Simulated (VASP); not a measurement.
An input for Quantum ESPRESSO's pw.x (written as the equivalent of a VASP run, and not itself run):

```
&CONTROL
  calculation = 'vc-relax'
  pseudo_dir = './pseudo'
  outdir = './out'
  tprnfor = .true.
  tstress = .true.
  nstep = 60
  forc_conv_thr = 0.00039
/
&SYSTEM
  ibrav = 0
  nat = 2
  ntyp = 2
  ecutwfc = 84
  occupations = 'smearing'
  smearing = 'gaussian'
  degauss = 0.003675
  input_dft = 'pbe'
  vdw_corr = 'grimme-d3'
  dftd3_version = 4
  dftd3_threebody = .false.
/
&ELECTRONS
  conv_thr = 7.3e-08
  electron_maxstep = 100
/
&IONS
/
&CELL
/
ATOMIC_SPECIES
  Nb 92.906 Nb.upf
  N 14.007 N.upf
CELL_PARAMETERS angstrom
     0.0000000    2.1945000    2.1945000
     2.1945000    0.0000000    2.1945000
     2.1945000    2.1945000    0.0000000
ATOMIC_POSITIONS crystal
  Nb   0.5000000  0.5000000  0.5000000
  N    0.0000000  0.0000000  0.0000000
K_POINTS automatic
  9 9 9 0 0 0
```

Translate this input to VASP (INCAR, KPOINTS, POSCAR, choice of POTCAR).

This is not unique; one that fits is 
### KPOINTS
```
kpoints
0
G
9 9 9
0 0 0
```

**INCAR**
```
GGA=PE   ! PBE
EDIFF=1E-6   ! SCF stop (eV)
LCHARG=.False.
PREC=Accurate
SYSTEM=NbN
ENCUT=520   ! plane-wave cut-off (eV)
ALGO=Normal
ISMEAR=0
EDIFFG=-0.01   ! ionic stop
ISIF=3
IVDW=12   ! D3, Becke-Johnson
NSW=60   ! most ionic steps
SIGMA=0.05
LMAXMIX=4   ! l cut-off of mixed one-centre charges
LASPH=.True.
IBRION=2
LREAL=.False.
LWAVE=.False.
NELM=100
```

### POSCAR
```
NbN
1.0
  0.0000000000   2.1945000000   2.1945000000
  2.1945000000   0.0000000000   2.1945000000
  2.1945000000   2.1945000000   0.0000000000
Nb N
1 1
Cart
  2.1945000000   2.1945000000   2.1945000000
  0.0000000000   0.0000000000   0.0000000000
```

POTCAR, in this order: Nb_sv N (PBE.64 set). Program: vasp_std.

The two are equivalent in intent, not identical: the potentials are each code's own (VASP's PAW set, PseudoDojo norm-conserving files in pw.x), so ENCUT and ecutwfc are chosen apart and not converted; conv_thr bounds pw.x's estimated SCF error, while EDIFF bounds the energy change between steps; forc_conv_thr acts on force components and is met together with etot_conv_thr.

The structure comes from a measured NbN entry (Fm-3m) of the Crystallography Open Database, whose conditions weren't checked. This run relaxes it. Symmetry was kept, so distortions that lower it aren't found.
